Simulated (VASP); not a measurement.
Here is a VASP 6.6.1 calculation.

INCAR

```
SYSTEM = Sc
PREC = Accurate
ENCUT = 600
EDIFF = 1E-7
ISMEAR = 0
SIGMA = 0.1
LREAL = .False.
LASPH = .True.
NELM = 100
ALGO = Normal
ISIF = 3
LWAVE = .False.
LCHARG = .False.
METAGGA = R2SCAN
LMIXTAU = .True.
IBRION = 2
NSW = 90
EDIFFG = -0.005
```

Contents of KPOINTS:

```
Automatic mesh
0
Gamma
  15 15 8
  0 0 0
```

The input POSCAR:

```
Sc
1.0
    3.2912249500      0.0000000000      0.0000000000
   -1.6456124800      2.8502844200      0.0000000000
    0.0000000000      0.0000000000      5.3325723900
Sc
2
Direct
    0.3333333300      0.6666666700      0.2500000000
    0.6666666700      0.3333333300      0.7500000000
```

Potentials or basis: VASP PAW PBE potentials, release 64 (Sc_sv).

Launch:

```sh
$ cat potpaw_PBE.64/Sc_sv/POTCAR > POTCAR
$ mpirun -np 1 vasp_std > vasp.out
```

(1) Predict the band gap on the k mesh.

(2) Predict the relaxed cell.

(3) Predict the relaxed volume.

(4) Estimate the space group after relaxing (to 0.05 Å).

Answers

(1) none (metal or under the smearing width).

(2) a = 3.333 Å, b = 3.333 Å, c = 5.198 Å, α = 90.00°, β = 90.00°, γ = 120.00°.

(3) 25.00 Å³/atom.

(4) P6_3/mmc (No. 194).

Caveat: the PAW data sets were made with another functional, which shifts forces and pressure a little.
